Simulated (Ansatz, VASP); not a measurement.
# One calculation of AgRh, two programs

Contents of INCAR:

```
  ALGO = Normal
  EDIFF = 1E-7
  ENCUT = 520
  GGA = PS
  ISIF = 2
  ISMEAR = -1
  LASPH = True
  LCHARG = False
  LREAL = False
  LWAVE = False
  NBANDS = 20
  NELM = 60
  PREC = Accurate
  SIGMA = 0.05
```

The input KPOINTS:

```
k-points
0
Gamma
  11 11 6
```

The input POSCAR:

```
AgRh
1.0
    2.8320645439      0.0000000000      0.0000000000
   -1.4160322720      2.4526398402      0.0000000000
    0.0000000000      0.0000000000      4.9029122571
Ag Rh
1 1
Direct
    0.0000000000      0.0000000000      0.5000000000
    0.6666666667      0.3333333333      0.0000000000
```

File input.yaml:

```yaml
crystal:
  lattice:
    - [2.8320645439, 0.0, 0.0]
    - [-1.416032272, 2.4526398402, 0.0]
    - [0.0, 0.0, 4.9029122571]
  atoms:
    - { symbol: Ag, position: [0.0, 0.0, 0.5] }
    - { symbol: Rh, position: [0.6666666667, 0.3333333333, 0.0] }
hamiltonian:
  xc: pbesol
  pseudopotentials: { kind: paw }
kpoints:
  mp_grid: { grid: [11, 11, 6] }
scf:
  occupations: { method: fermi_dirac, width: 0.05 }
output:
  forces: true
  stress: true
  eigenvalues: true
```

Change from the starting cell: volume scaled by 1.06.

Alike in both runs: task single point; functional PBEsol; k mesh 11 × 11 × 6; occupations fermi-dirac, width 0.05 eV; no spin polarisation.

|  | VASP | Ansatz |
| --- | --- | --- |
| version | VASP 6.6.1 | Ansatz 0.2.0 |
| potentials or method | VASP PAW PBE potentials, release 64 (Ag, Rh_pv) | Ansatz PAW |
| plane-wave cutoff (eV) | 520 | 420 |
| valence electrons in the cell | 26 | 36 |

VASP gave:

- gap on the k mesh at the Fermi level (eV): none
- pressure (GPa): -17.1
- largest component of the traceless stress (GPa): 0.78

Q: What did Ansatz give for the same quantities?

A: gap on the k mesh at the Fermi level (eV): none; pressure (GPa): -17.0; largest component of the traceless stress (GPa): 0.75.

A gap of «none» marks a metal or a gap that the smearing closes. The two sets of potentials don't hold the same shells in valence.

Caveats: the PAW data sets were made with another functional, which shifts forces and pressure a little (VASP); the PAW data sets come from PBE, with cores solved anew for the run's functional, which leaves a small shift of forces and pressure (Ansatz).
